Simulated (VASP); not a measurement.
Consider the following.

```
HfSi
1.0
    3.65503     0.00000     0.00000
   -1.82752     3.16535     0.00000
    0.00000     0.00000     6.69494
Hf Si
2 2
Direct
  0.00000   0.00000   0.00000
  0.00000   0.00000   0.50000
  0.33333   0.66667   0.25000
  0.66667   0.33333   0.75000
```

Method: PBEsol GGA, VASP's PBE PAW potentials (set 64) (plane waves; VASP). Numerical set-up: 400 eV cut-off, 11×11×5 Γ-centred mesh, tetrahedra with Blöchl corrections, potentials Hf_pv Si.

Unless said otherwise, spin-orbit coupling is left out, though it shifts the bands of the heavy elements here.

Q: Estimate the energy per atom (σ→0), band gap (on the k-mesh) with the smallest direct gap where there is one.

A: 
```yaml
band gap (on the k-mesh): none (metal, semimetal or under 0.01 eV)
energy per atom (σ→0): -8.585 eV/atom
```

Total energies compare only between runs with the same potentials, cut-off and functional.

The structure was generated: HfSi was put into the NiAs type type (P6_3/mmc), which need not be its known phase. It was relaxed first, which changed the volume by -32 %.
